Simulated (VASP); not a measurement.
Set up this calculation in VASP 6.6.1, as the native input.

| Property | Result |
| --- | --- |
| Task | single point |
| Functional | PBE |
| Potentials or basis | VASP PAW PBE potentials, release 64 (Hf_pv, In_d, Si, O) |
| Cutoff | 520 eV |
| k mesh | 6 × 6 × 4 |
| Occupations | fermi-dirac, width 0.05 eV |
| Spin | no spin polarisation |
| Further INCAR settings | ALGO = Normal; EDIFF = 1e-07; NBANDS = 63 |

The structure of HfIn4SiO6 lies in POSCAR:

```
HfIn4SiO6
1.0
    2.7158500000     -4.7035700000      0.0083300000
    2.7158500000      4.7035700000      0.0083300000
   -1.8791500000      0.0000000000      7.4012700000
Hf In Si O
1 4 1 6
Direct
    0.7883500000      0.2116500000      0.0000000000
    0.6217500000      0.3782500000      0.5000000000
    0.4550200000      0.5449800000      0.0000000000
    0.2840700000      0.7159300000      0.5000000000
    0.9581400000      0.0418600000      0.5000000000
    0.1216800000      0.8783200000      0.0000000000
    0.0621900000      0.1141500000      0.8666600000
    0.8858500000      0.9378100000      0.1333400000
    0.7949000000      0.5378400000      0.8666300000
    0.4621600000      0.2051000000      0.1333700000
    0.1535200000      0.6287900000      0.1333300000
    0.3712100000      0.8464800000      0.8666700000
```

The cell was built by a generator and needn't be a form met in nature.

One way to write it, as run:

INCAR

```
SYSTEM = HfIn4SiO6
ALGO = Normal
EDIFF = 1E-7
ENCUT = 520
GGA = PE
ISIF = 2
ISMEAR = -1
KPAR = 4
LASPH = .True.
LCHARG = .False.
LREAL = .False.
LWAVE = .False.
NBANDS = 63
NELM = 80
PREC = Accurate
SIGMA = 0.05
```

KPOINTS

```
k-points
0
Gamma
  6 6 4
  0 0 0
```

Potentials or basis: VASP PAW PBE potentials, release 64 (Hf_pv, In_d, Si, O).

Launch:

```bash
$ cat potpaw_PBE.64/Hf_pv/POTCAR potpaw_PBE.64/In_d/POTCAR potpaw_PBE.64/Si/POTCAR potpaw_PBE.64/O/POTCAR > POTCAR
$ mpirun -np 4 vasp_std > vasp.out
```

Results of the run:

The pressure is -0.4 GPa and the largest force is 0.132 eV/Å. The band gap on the k mesh is none (metal or under the smearing width).

Wall time 3.3 min on 4 MPI ranks on Intel(R) Xeon(R) Platinum 8488C (Sapphire Rapids), with other jobs on the host, peak memory 0.61 GiB a rank.
